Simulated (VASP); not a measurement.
# AsN with PBEsol + D3(BJ): from relaxation to properties

Wanted: the relaxed cell of AsN and its properties. The steps: rough relaxation of the start cell, relaxing cell and atoms (PBEsol + D3(BJ)), second relaxation, single point with fields (PBEsol + D3(BJ)), bands along the symmetry lines (PBEsol + D3(BJ)), total and projected DOS (PBEsol + D3(BJ)), elastic constants (PBEsol + D3(BJ)), field gradients at the nuclei (PBEsol + D3(BJ)) and ionic relaxation at fixed cell (PBEsol + D3(BJ)), changed input. The cell is invented: it takes the structure of a Materials Project entry for AsP (space group 160 there), with some of its atoms replaced by other elements, volume scaled by an estimate. It may not be a known or stable phase.

Main program and level: VASP 6.6.1; PBEsol with D3(BJ); plane waves and PAW (As, N); invented cell.

## 1. The starting structure

Before any relaxation, the start is as follows. The structure is trigonal, space group R3m (No. 160). The conventional cell has a = 3.336 Å, b = 3.336 Å, c = 9.032 Å, α = 90.00°, β = 90.00°, γ = 120.00°. Nearest to As lie 3 N at 2.22 Å. N has 3 As at 2.22 Å nearest. It derives from AsP. it takes the structure of a Materials Project entry for AsP (space group 160 there), with some of its atoms replaced by other elements, volume scaled by an estimate. Farther neighbours and most contacts between anions are not listed.

Structure file:

```cif
data_structure
_symmetry_space_group_name_H-M 'P 1'
_symmetry_Int_Tables_number 1
_cell_length_a 3.5739
_cell_length_b 3.5739
_cell_length_c 3.5739
_cell_angle_alpha 55.635
_cell_angle_beta 55.635
_cell_angle_gamma 55.635
_cell_volume 29.01
loop_
_atom_site_label
_atom_site_type_symbol
_atom_site_fract_x
_atom_site_fract_y
_atom_site_fract_z
_atom_site_occupancy
As1 As 0.22748 0.22748 0.22748 1
N2 N 0.77252 0.77252 0.77252 1
```

## 2. Rough relaxation of the start cell

The start is only an estimate, so a cheap relaxation brings it near a minimum before any careful run. PBEsol restores the gradient expansion of exchange and is tuned for the cells of solids. A dispersion term adds the long-range attraction that semilocal functionals lack. D3 with Becke-Johnson damping keeps a finite attraction at short range.

The input, INCAR:

```
SYSTEM = AsN
PREC = Normal
ENCUT = 520
EDIFF = 1E-05
NELM = 60
ISMEAR = 0
SIGMA = 0.05
LREAL = .FALSE.
ALGO = Fast
GGA = PS
IVDW = 12
NBANDS = 11
LORBIT = 11
LWAVE = .FALSE.
LCHARG = .FALSE.
IBRION = 2
NSW = 40
ISIF = 3
EDIFFG = -0.04
```

The input, POSCAR:

```
AsN
1.0
    1.6678000000      0.9629050000      3.0106720000
   -1.6678000000      0.9629050000      3.0106720000
    0.0000000000     -1.9258100000      3.0106720000
As N
1 1
Direct
    0.2274770000      0.2274770000      0.2274770000
    0.7725230000      0.7725230000      0.7725230000
```

The input, KPOINTS:

```
Automatic mesh
0
Gamma
6 6 6
0 0 0
```

The projector-augmented-wave data sets are As and N (PBE family, release 64).

The run is started by

```console
$ mpirun -np 1 vasp_std
```

The log of the run:

```text
[banner, memory and clock lines left out]
running    1 mpi-ranks, on    1 nodes
 distrk:  each k-point on    1 cores,    1 groups
 distr:  one band on    1 cores,    1 groups

 POSCAR found type information on POSCAR AsN
 POSCAR found :  2 types and       2 ions
|                                                                             |
|               ----> ADVICE to this user running VASP <----                  |
|                                                                             |
|     You enforced a specific xc type in the INCAR file but a different       |
|     [... a line on the potential file left out ...]
|     I HOPE YOU KNOW WHAT YOU ARE DOING!                                     |
|                                                                             |

 LDA part: xc-table for (Slater+PW92), standard interpolation
 POSCAR, INCAR and KPOINTS ok, starting setup
 FFT: planning ... GRIDC
 FFT: planning ... GRID_SOFT
 FFT: planning ... GRID
 WAVECAR not read
 entering main loop
       N       E                     dE             d eps       ncg     rms          rms(c)
DAV:   1     0.252333678492E+02    0.25233E+02   -0.50087E+03   712   0.811E+02
DAV:   2    -0.116838033349E+02   -0.36917E+02   -0.35622E+02   936   0.144E+02
DAV:   3    -0.131810506555E+02   -0.14972E+01   -0.14931E+01   872   0.299E+01
DAV:   4    -0.131869291611E+02   -0.58785E-02   -0.58777E-02   779   0.208E+00
DAV:   5    -0.131869475664E+02   -0.18405E-04   -0.18405E-04   857   0.114E-01    0.687E+00
RMM:   6    -0.123504361399E+02    0.83651E+00   -0.22804E+00   704   0.844E+00    0.432E+00
RMM:   7    -0.120611572606E+02    0.28928E+00   -0.27551E-01   704   0.463E+00    0.184E+00
RMM:   8    -0.120524304282E+02    0.87268E-02   -0.83241E-02   704   0.226E+00    0.620E-01
RMM:   9    -0.120459425665E+02    0.64879E-02   -0.80813E-03   704   0.957E-01    0.112E-01
RMM:  10    -0.120460186293E+02   -0.76063E-04   -0.11039E-03   704   0.217E-01    0.610E-02
RMM:  11    -0.120459485948E+02    0.70034E-04   -0.14677E-04   704   0.927E-02    0.255E-02
RMM:  12    -0.120459409342E+02    0.76606E-05   -0.94748E-06   513   0.275E-02
   1 F= -.12490394E+02 E0= -.12490393E+02  d E =-.124904E+02
 curvature:   0.00 expect dE= 0.000E+00 dE for cont linesearch  0.000E+00
 trial: gam= 0.00000 g(F)=  0.243E+00 g(S)=  0.120E+01 ort = 0.000E+00 (trialstep = 0.100E+01)
 search vector abs. value=  0.145E+01
 bond charge predicted
       N       E                     dE             d eps       ncg     rms          rms(c)
DAV:   1    -0.141171718858E+02   -0.20712E+01   -0.87612E+01   719   0.797E+01    0.101E+01
RMM:   2    -0.123631467411E+02    0.17540E+01   -0.30946E+00   704   0.143E+01    0.394E+00
RMM:   3    -0.121481099025E+02    0.21504E+00   -0.32217E-01   704   0.680E+00    0.188E+00
RMM:   4    -0.120648986784E+02    0.83211E-01   -0.14293E-01   704   0.287E+00    0.409E-01
RMM:   5    -0.120641076072E+02    0.79107E-03   -0.12882E-02   704   0.111E+00    0.297E-01
RMM:   6    -0.120642145768E+02   -0.10697E-03   -0.92120E-04   704   0.298E-01    0.915E-02
RMM:   7    -0.120640274433E+02    0.18713E-03   -0.29792E-04   704   0.158E-01    0.464E-02
RMM:   8    -0.120640276109E+02   -0.16760E-06   -0.25934E-05   584   0.536E-02
   2 F= -.12676891E+02 E0= -.12676891E+02  d E =-.186497E+00
[... from here on, the cycles between the ionic steps are left out ...]
   3 F= -.12972800E+02 E0= -.12972800E+02  d E =-.482406E+00
   4 F= -.12973090E+02 E0= -.12973090E+02  d E =-.482696E+00
   5 F= -.12972903E+02 E0= -.12972903E+02  d E =-.482509E+00
   6 F= -.12981841E+02 E0= -.12981837E+02  d E =-.893791E-02
   7 F= -.12988941E+02 E0= -.12988554E+02  d E =-.160378E-01
   8 F= -.12996288E+02 E0= -.12995833E+02  d E =-.734700E-02
   9 F= -.13001146E+02 E0= -.13000754E+02  d E =-.122049E-01
  10 F= -.13002657E+02 E0= -.13002265E+02  d E =-.137160E-01
  11 F= -.13007630E+02 E0= -.13007238E+02  d E =-.497274E-02
  12 F= -.13018299E+02 E0= -.13017907E+02  d E =-.156417E-01
  13 F= -.13024335E+02 E0= -.13023784E+02  d E =-.216785E-01
  14 F= -.13024647E+02 E0= -.13024224E+02  d E =-.219902E-01
  15 F= -.13028284E+02 E0= -.13027778E+02  d E =-.363672E-02
  16 F= -.13028284E+02 E0= -.13027777E+02  d E =-.363716E-02
  17 F= -.13028748E+02 E0= -.13028269E+02  d E =-.463721E-03
  18 F= -.13029036E+02 E0= -.13028596E+02  d E =-.752215E-03
 curvature:  -0.86 expect dE=-0.230E-03 dE for cont linesearch -0.736E-07
 trial: gam= 0.24675 g(F)=  0.554E-04 g(S)=  0.212E-03 ort =-0.106E-04 (trialstep = 0.706E+00)
 search vector abs. value=  0.343E-03
 bond charge predicted
       N       E                     dE             d eps       ncg     rms          rms(c)
DAV:   1    -0.125323048729E+02   -0.12120E-02   -0.83215E-03   788   0.690E-01    0.761E-02
RMM:   2    -0.125321372696E+02    0.16760E-03   -0.22966E-04   704   0.117E-01    0.340E-02
RMM:   3    -0.125320993527E+02    0.37917E-04   -0.36561E-05   688   0.495E-02    0.180E-02
RMM:   4    -0.125320898450E+02    0.95077E-05   -0.21012E-05   611   0.312E-02
  19 F= -.13029181E+02 E0= -.13028738E+02  d E =-.144176E-03
 trial-energy change:   -0.000144  1 .order   -0.000146   -0.000187   -0.000106
 step:   1.6172(harm=  1.6172)  dis= 0.00022  next Energy=   -13.029251 (dE=-0.214E-03)
 reached required accuracy - stopping structural energy minimisation
```

Elapsed: 74 s, on 1 MPI rank of AMD EPYC 7R43, shared host; peak memory 0.11 GiB.

Lines that name or quote the potential files are left out of all logs, and their timing lines are given in words.

From OUTCAR (step 2):

```text
ion  position               nearest neighbor table
   1  0.227  0.227  0.227-   2 2.22   2 2.22   2 2.22
   2  0.773  0.773  0.773-   1 2.22   1 2.22   1 2.22

  LATTYP: Found a trigonal (rhomboedric) cell.
 ALAT       =     3.5739178461
 COS(alpha) =     0.5644591120

 Subroutine GETGRP returns: Found  6 space group operations
 (whereof  6 operations were pure point group operations)

The static configuration has the point symmetry C_3v.

 Found     32 irreducible k-points:

   k-points           NKPTS =     32   k-points in BZ     NKDIM =     32   number of bands    NBANDS=     11

   dimension x,y,z NGX =    20 NGY =   20 NGZ =   20
   dimension x,y,z NGXF=    40 NGYF=   40 NGZF=   40

   ENCUT  =  520.0 eV  38.22 Ry    6.18 a.u.   6.65  6.65  6.65*2*pi/ulx,y,z

   NELECT =      10.0000    total number of electrons

 k-points in reciprocal lattice and weights: Automatic mesh
   0.00000000  0.00000000  0.00000000       0.005
   0.16666667 -0.00000000 -0.00000000       0.028
   0.33333333 -0.00000000  0.00000000       0.028
   0.50000000 -0.00000000  0.00000000       0.014
   0.16666667  0.16666667  0.00000000       0.028
   0.33333333  0.16666667  0.00000000       0.056
   0.50000000  0.16666667 -0.00000000       0.056
  -0.33333333  0.16666667 -0.00000000       0.056
  -0.16666667  0.16666667  0.00000000       0.028
[...]
-0.33333333  0.50000000  0.33333333       0.028
   0.50000000  0.50000000  0.50000000       0.005

 Edisp (eV)   -0.49794

 average (electrostatic) potential at core
       1 -49.1836       2 -63.0959

 E-fermi :   6.9039

 k-point     1 :       0.0000    0.0000    0.0000
  band No.  band energies     occupation
      1     -12.6119      2.00000
      2      -0.3822      2.00000
      3       3.0291      2.00000
      4       3.4614      2.00000
      5       3.4614      2.00000
      6       8.7299      0.00000
      7      11.6856      0.00000
      8      11.6856      0.00000
      9      17.0111      0.00000
     10      18.9651      0.00000
    ...

 k-point     2 :       0.1667   -0.0000   -0.0000
  band No.  band energies     occupation
      1     -12.1102      2.00000
      2      -1.1882      2.00000
      3       2.1921      2.00000
      4       3.0188      2.00000
      5       3.7807      2.00000
      6       9.2964      0.00000
      7      10.7136      0.00000
      8      11.7425      0.00000
      9      15.3533      0.00000
     10      17.4243      0.00000
    ...

 k-point     3 :       0.3333   -0.0000    0.0000
  band No.  band energies     occupation
      1     -10.7220      2.00000
      2      -3.7657      2.00000
      3       1.8402      2.00000
      4       2.2838      2.00000
      5       4.9115      2.00000
      6       7.3957      0.00000
      7      10.2511      0.00000
      8      11.3692      0.00000
      9      15.1699      0.00000
     10      17.4607      0.00000
    ...

 Edisp (eV)   -0.49709

  Total      -0.05378    -0.05378     0.04520     0.00000     0.00000     0.00000
  in kB      -3.29075    -3.29076     2.76562     0.00000     0.00000     0.00000
  external pressure =       -1.27 kB  Pullay stress =        0.00 kB

  energy-cutoff  :      520.00
  volume of cell :       26.18
      direct lattice vectors                 reciprocal lattice vectors
     1.510792898  0.872256846  3.311473692     0.330952046  0.191075218  0.100660118
    -1.510792898  0.872256846  3.311473692    -0.330952046  0.191075218  0.100660118
     0.000000000 -1.744513692  3.311473692     0.000000000 -0.382150435  0.100660118

 POSITION                                       TOTAL-FORCE (eV/Angst)
 -----------------------------------------------------------------------------------
      0.00000      0.00000      2.13002        -0.000000      0.000000     -0.004232
      0.00000      0.00000      7.80440         0.000000      0.000000      0.004232
 -----------------------------------------------------------------------------------
    total drift:                               -0.000000      0.000009      0.002488

  FREE ENERGIE OF THE ION-ELECTRON SYSTEM (eV)
  ---------------------------------------------------
  free  energy   TOTEN  =       -13.0291806731 eV

  energy  without entropy=      -13.0282951725  energy(sigma->0) =      -13.02873792

 reached required accuracy - stopping structural energy minimisation

 total charge
# of ion       s       p       d       tot
------------------------------------------
    1        1.332   1.254   0.119   2.705
    2        1.291   2.324   0.000   3.615
--------------------------------------------------
tot          2.623   3.578   0.119   6.321

[... 3 further parts left out ...]
```

CONTCAR:

```
AsN
   1.00000000000000
     1.5107928977768132    0.8722568462359580    3.3114736924110750
    -1.5107928977768132    0.8722568462359580    3.3114736924110750
     0.0000000000000000   -1.7445136924719160    3.3114736924110750
  As              N
     1     1
Direct
     0.2144076834978847    0.2144076834978847    0.2144076834978847
     0.7855923165021151    0.7855923165021151    0.7855923165021151
```

The k-mesh is coarse for a metal. This relaxation is a rough one on cheap settings, only to bring the start near its minimum. The PAW data sets were made with PBE, which is usual practice but a small mismatch for other functionals. After so large a change of volume the plane waves of the start cell no longer fit, so the final stress carries a basis-set error. The run keeps the 6 symmetry operations of its start, so it cannot find a distortion of lower symmetry.

The steps of the relaxation:

```
step  energy less that of the first step (eV)  largest force (eV/Å)  pressure (GPa)  volume (Å³)
   1                                   0.0000                1.5874          -22.45        29.01
   2                                  -0.1865                1.2432           32.84        21.28
   3                                  -0.4824                0.3117            0.31        24.22
   4                                  -0.4827                0.2749            0.89        24.13
   5                                  -0.4825                0.2367            1.63        24.04
   6                                  -0.4914                0.0978            1.57        24.24
   7                                  -0.4985                0.2565            1.70        24.66
   8                                  -0.5059                0.1730            0.04        25.00
   9                                  -0.5108                0.1181           -4.35        26.04
  10                                  -0.5123                0.0199           -2.96        25.70
  11                                  -0.5172                0.0522           -2.84        25.76
  12                                  -0.5279                0.1517           -2.33        25.92
  13                                  -0.5339                0.3763           -1.15        26.17
  14                                  -0.5343                0.3135           -1.44        26.11
  15                                  -0.5379                0.0500            0.65        25.91
  16                                  -0.5379                0.0469            0.68        25.91
  17                                  -0.5384                0.0207            0.45        25.99
  18                                  -0.5386                0.0240            0.08        26.14
  19                                  -0.5388                0.0042           -0.13        26.18
```

```
conventional cell, symmetrised  before  after   change
                         a (Å)   3.336  3.022   -9.4 %
                         b (Å)   3.336  3.022   -9.4 %
                         c (Å)   9.032  9.934  +10.0 %
              volume (Å³/atom)   14.50  13.09   -9.7 %
```

The atoms that moved most (Å, as changes of fractional coordinates times the final cell):

```
atom     dx     dy      dz  length
 As1  0.000  0.000  -0.130   0.130
  N2  0.000  0.000   0.130   0.130
```

Final coordinates:

```xyz
2
Lattice="1.5108 0.8723 3.3115 -1.5108 0.8723 3.3115 0.0000 -1.7445 3.3115" Properties=species:S:1:pos:R:3 pbc="T T T"
As    0.0000    0.0000    2.1300
N     0.0000    0.0000    7.8044
```

This step gave:

```yaml
electrons: 10
bands: 11
irreducible_k_points: 32
symmetry_operations: 6
free_energy_toten: -13.03 eV
energy_at_zero_smearing: -13.03 eV
fermi_energy: 6.904 eV
pressure: -0.1272 GPa
metallic: yes
scf_cycles_over_all_ionic_steps: 108
```

It ends with a largest force of 0.004 eV/Å and a pressure of -0.13 GPa.

[end of part 1 of 5]

[Lines on the potential files, build, host, timing and source positions are cut from VASP's logs without a mark.]

[Logs are printed without paths, hosts, clocks, repeated set-up lines and the standing remarks that a program may print on its own settings, such as how far it seeks lower states.]

[Hosts, paths, dates, database ids (printed as entryN), source tags and the programs' standing remarks are cut or masked in the printed files.]

[A measured line is paired with the nearest computed mode of its activity, which favours agreement.]
